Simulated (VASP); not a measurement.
Crystal: AlN.

```xyz
4
Lattice="3.1130 0.0000 0.0000 -1.5565 2.6959 0.0000 0.0000 0.0000 4.9810" Properties=species:S:1:pos:R:3 pbc="T T T"
Al    0.0000    1.7973    0.0000
Al    1.5565    0.8986    2.4905
N     0.0000    1.7973    1.8928
N     1.5565    0.8986    4.3833
```

```yaml
Program: VASP 6.6.1
Task: relaxation of cell and atoms
Functional: LDA
Potentials_or_basis: VASP PAW LDA potentials, release 64 (Al, N)
Cutoff: 600 eV
k_mesh: 12 × 12 × 6
Occupations: gaussian, width 0.03 eV
Spin: no spin polarisation
```

At the start: pressure -4.2 GPa; volume 10.45 Å³/atom.

**Question.** How do energy, volume and symmetry change on relaxing?

**Answer.** Over 6 steps the energy falls by 3.2 meV/atom and the volume is 10.23 Å³/atom (-2.1 %); space group P6_3mc (No. 186, to 0.05 Å).

Step by step:
| step | energy change (eV) | largest force (eV/Å) | pressure (GPa) | volume (Å³) |
| --- | --- | --- | --- | --- |
| 1 | 0.0000 | 0.1194 | -4.21 | 41.80 |
| 2 | -0.0009 | 0.0854 | 4.30 | 40.16 |
| 3 | -0.0124 | 0.0200 | -0.04 | 40.96 |
| 4 | -0.0124 | 0.0180 | 0.06 | 40.94 |
| 5 | -0.0126 | 0.0112 | 0.08 | 40.93 |
| 6 | -0.0126 | 0.0047 | 0.09 | 40.93 |

Final structure:
```yaml
crystal:
  lattice:
    - [3.09088, 0.00000, 0.00000]
    - [-1.54544, 2.67678, 0.00000]
    - [0.00000, 0.00000, 4.94680]
  atoms:
    - { symbol: Al, position: [0.33333, 0.66667, 0.99905] }
    - { symbol: Al, position: [0.66667, 0.33333, 0.49905] }
    - { symbol: N, position: [0.33333, 0.66667, 0.38095] }
    - { symbol: N, position: [0.66667, 0.33333, 0.88095] }
```
